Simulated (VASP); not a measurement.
VASP input:

### KPOINTS
```
Automatic mesh
0
Gamma
5 5 4
0 0 0
```

**POSCAR**
```
SnO
1
    3.8760000000     0.0000000000     0.0000000000
    0.0000000000     3.8760000000     0.0000000000
    0.0000000000     0.0000000000     4.9368000000
Sn O
2 2
Direct
  0.5000000000   0.0000000000   0.7620000000
  0.0000000000   0.5000000000   0.2380000000
  0.5000000000   0.5000000000   0.0000000000
  0.0000000000   0.0000000000   0.0000000000
```

INCAR:
```
SYSTEM = SnO
PREC = Accurate
ENCUT = 520
EDIFF = 1E-6
NELM = 100
ALGO = Normal
LREAL = .FALSE.
LASPH = .TRUE.
ISMEAR = 0
SIGMA = 0.05
GGA = PE
LMAXMIX = 4
LWAVE = .FALSE.
LCHARG = .FALSE.
ISIF = 2
NBANDS = 18
```

POTCAR, in this order: Sn_d O (PBE.64 set). Program: vasp_std.

Task: Does this input run properly? What does VASP do?

Result: There is a fault: NBANDS is too small to hold all electrons. VASP stops with an error: The number of bands is not sufficient to hold all electrons. I am sorry, but this calculation does not make sense. If you want to calculate only selected states, you need to set either EFERMI or EREF. EREF specifies around which energy states are supposed to be calculated. I found NBANDS = 18, NELECT = 40. ----> I REFUSE TO CONTINUE WITH THIS SICK JOB ... BYE!!! <----

### standard output
```
 POSCAR found type information on POSCAR SnO
 POSCAR found :  2 types and       4 ions
 Reading from existing POTCAR
 Reading from existing POTCAR
 LDA part: xc-table for (Slater+PW92), standard interpolation

 -----------------------------------------------------------------------------
|                                                                             |
|     EEEEEEE  RRRRRR   RRRRRR   OOOOOOO  RRRRRR      ###     ###     ###     |
|     E        R     R  R     R  O     O  R     R     ###     ###     ###     |
|     E        R     R  R     R  O     O  R     R     ###     ###     ###     |
|     EEEEE    RRRRRR   RRRRRR   O     O  RRRRRR       #       #       #      |
|     E        R   R    R   R    O     O  R   R                               |
|     E        R    R   R    R   O     O  R    R      ###     ###     ###     |
|     EEEEEEE  R     R  R     R  OOOOOOO  R     R     ###     ###     ###     |
|                                                                             |
|     The number of bands is not sufficient to hold all electrons. I am       |
|     sorry, but this calculation does not make sense. If you want to         |
|     calculate only selected states, you need to set either EFERMI or        |
|     EREF. EREF specifies around which energy states are supposed to be      |
|     calculated.                                                             |
|     I found NBANDS = 18, NELECT = 40.                                       |
|                                                                             |
|       ---->  I REFUSE TO CONTINUE WITH THIS SICK JOB ... BYE!!! <----       |
|                                                                             |
 -----------------------------------------------------------------------------
```

To mend it, remove NBANDS.

The mended run (PBE GGA, plane waves, VASP's PBE PAW potentials (set 64)) converges, and its OSZICAR ends with
```
   1 F= -.22715593E+02 E0= -.22715593E+02  d E =-.318255E-15
```

The compound is SnO in the litharge structure. The cell was not relaxed at this level.
